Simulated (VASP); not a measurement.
Method: PBE GGA, VASP's PBE PAW potentials (set 64) (plane waves; VASP 6.6.1).

VASP ran on this input.

### INCAR
```
! general
SYSTEM  = RhC
PREC    = Accurate
ENCUT   = 400
LREAL   = .False.
LASPH   = .True.

! electronic loop
EDIFF   = 1E-6
NELM    = 100
ALGO    = Normal
LMAXMIX = 4

! smearing
ISMEAR  = -1
SIGMA   = 0.1

! functional
GGA     = PE

! ions
ISIF    = 2

! output
LWAVE   = .False.
LCHARG  = .False.
```

**KPOINTS**
```
kpoints
0
gamma
9 9 9
0 0 0
```

File POSCAR:
```
RhC
2.9902060
  0.0000000000   0.7071068013   0.7071068013
  0.7071068013   0.0000000000   0.7071068013
  0.7071068013   0.7071068013   0.0000000000
C Rh
1 1
direct
  0.0000000000   0.0000000000   0.0000000000
  0.5000000000   0.5000000000   0.5000000000
```

POTCAR, in this order: C Rh_pv (PBE.64 set). Program: vasp_std.

Output

File OSZICAR:
```
       N       E                     dE             d eps       ncg     rms          rms(c)
DAV:   1     0.134088937658E+03    0.13409E+03   -0.10609E+04   923   0.132E+03
DAV:   2    -0.128177833600E+02   -0.14691E+03   -0.14339E+03  1040   0.376E+02
DAV:   3    -0.162332363556E+02   -0.34155E+01   -0.33621E+01  1015   0.607E+01
DAV:   4    -0.162568679586E+02   -0.23632E-01   -0.23615E-01  1030   0.543E+00
DAV:   5    -0.162570903943E+02   -0.22244E-03   -0.22243E-03  1045   0.507E-01    0.252E+01
DAV:   6    -0.151537721440E+02    0.11033E+01   -0.10780E+01  1034   0.449E+01    0.108E+01
DAV:   7    -0.142820459126E+02    0.87173E+00   -0.24877E+00   990   0.225E+01    0.763E+00
DAV:   8    -0.142876161836E+02   -0.55703E-02   -0.12624E-01  1023   0.301E+00    0.192E+00
DAV:   9    -0.142798677887E+02    0.77484E-02   -0.13937E-02  1030   0.161E+00    0.125E-01
DAV:  10    -0.142799391421E+02   -0.71353E-04   -0.12923E-03   955   0.411E-01    0.771E-02
DAV:  11    -0.142799216225E+02    0.17520E-04   -0.10047E-04  1065   0.144E-01    0.295E-02
DAV:  12    -0.142799142626E+02    0.73599E-05   -0.94344E-06  1040   0.376E-02    0.472E-03
DAV:  13    -0.142799141966E+02    0.66046E-07   -0.12355E-06   583   0.968E-03
   1 F= -.14279914E+02 E0= -.14243951E+02  d E =-.719254E-01
```

**OUTCAR**
```
------------------------ aborting loop because EDIFF is reached ----------------------------------------
  FORCE on cell =-STRESS in cart. coord.  units (eV):
  Direction    XX          YY          ZZ          XY          YZ          ZX
  --------------------------------------------------------------------------------------
  Total        2.8709847      2.8709847      2.8709847      0.0000000      0.0000000      0.0000000
  in kB      243.3061578    243.3061578    243.3061578      0.0000000      0.0000000      0.0000000
  external PRESSURE =     243.3061578 kB  Pullay stress =       0.0000000 kB
  volume of cell :       18.91
      direct lattice vectors                 reciprocal lattice vectors
     0.000000000  2.114395000  2.114395000    -0.236474263  0.236474263  0.236474263
     2.114395000  0.000000000  2.114395000     0.236474263 -0.236474263  0.236474263
     2.114395000  2.114395000  0.000000000     0.236474263  0.236474263 -0.236474263
 POSITION                                       TOTAL-FORCE (eV/Angst)
 -----------------------------------------------------------------------------------
      0.00000      0.00000      0.00000         0.000000      0.000000      0.000000
      2.11440      2.11440      2.11440         0.000000      0.000000     -0.000000
 -----------------------------------------------------------------------------------
    total drift:                                0.000000      0.000000      0.000000
  FREE ENERGIE OF THE ION-ELECTRON SYSTEM (eV)
  ---------------------------------------------------
  free  energy   TOTEN  =       -14.2799141966 eV

  energy  without entropy=      -14.2079887988  energy(sigma->0) =      -14.24395150
```
(Selected blocks of OUTCAR.)

OUTCAR:
```
 val. band max:       12.4990764914   @ k =   0.4444   0.2222   0.0000

 cond. band min:      12.5161888357   @ k =  -0.4444   0.2222   0.1111


 Fermi energy:        12.5126753453

 k-point     1 :       0.0000    0.0000    0.0000
  band No.  band energies     occupation
      1     -34.8383      2.00000
      2     -34.8383      2.00000
      3     -34.8383      2.00000
      4      -2.5999      2.00000
      5       8.4784      2.00000
      6       8.4784      2.00000
      7       8.4784      2.00000
      8       9.3236      2.00000
      9       9.3236      2.00000
     10      12.2805      1.82128
     11      12.2805      1.82128
     12      12.2805      1.82127
     13      21.7717      0.00000

 k-point     2 :       0.1111    0.0000    0.0000
  band No.  band energies     occupation
      1     -34.8721      2.00000
      2     -34.8424      2.00000
      3     -34.8424      2.00000
      4      -2.3013      2.00000
      5       7.9997      2.00000
      6       8.2514      2.00000
      7       8.2514      2.00000
      8       8.9180      2.00000
      9       8.9180      2.00000
     10      12.1781      1.93195
     11      13.3886      0.00031
     12      13.3886      0.00031
     13      22.2619      0.00000

 k-point     3 :       0.2222    0.0000    0.0000
  band No.  band energies     occupation
      1     -34.9564      2.00000
      2     -34.8525      2.00000
      3     -34.8525      2.00000
      4      -1.4564      2.00000
      5       6.7663      2.00000
      6       7.1067      2.00000
      7       7.1067      2.00000
      8       9.3929      2.00000
      9       9.3929      2.00000
     10      12.1171      1.96241
     11      15.3573      0.00000
     12      15.3573      0.00000
     13      22.7221      0.00000

 k-point     4 :       0.3333    0.0000    0.0000
  band No.  band energies     occupation
      1     -35.0517      2.00000
      2     -34.8640      2.00000
      3     -34.8640      2.00000
...
```

At this cut-off the stress carries a Pulay error, which pulls relaxed volumes low.

The structure was generated: RhC was put into an ordered model structure, which need not be its known phase. The cell was not relaxed at this level. The electron count is odd and the run is not spin-polarised, which forces a metal.
